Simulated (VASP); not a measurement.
Data:

```xyz
3
Lattice="1.6062 -2.7821 0.0000 1.6062 2.7821 0.0000 0.0000 0.0000 3.5773" Properties=species:S:1:pos:R:3 pbc="T T T"
Zr     0.0000     0.0000     0.0000
B      1.6062     0.9274     1.7887
B      1.6062    -0.9274     1.7887
```

Method: PBEsol GGA, VASP's PBE PAW potentials (set 64) (plane waves; VASP 6.6.1). Run with 400 eV cut-off, 14×14×11 Γ-centred mesh, Gaussian smearing of 0.27 eV, potentials Zr_sv B.

At this cut-off the stress carries a Pulay error, which pulls relaxed volumes low.

Task: What does the run give for the energy per atom (σ→0), pressure, band gap (on the k-mesh) with the smallest direct gap where there is one?

Result: 
| Property | Result |
|---|---|
| band gap (on the k-mesh) | none (metal, semimetal or under 0.01 eV) |
| energy per atom (σ→0) | -846.9 kJ/mol-atom |
| pressure | -12.36 GPa |

The absolute energy has meaning only against runs of the same code, potentials and settings.

The structure is a typed ZrB2 crystal. The cell was not relaxed at this level.
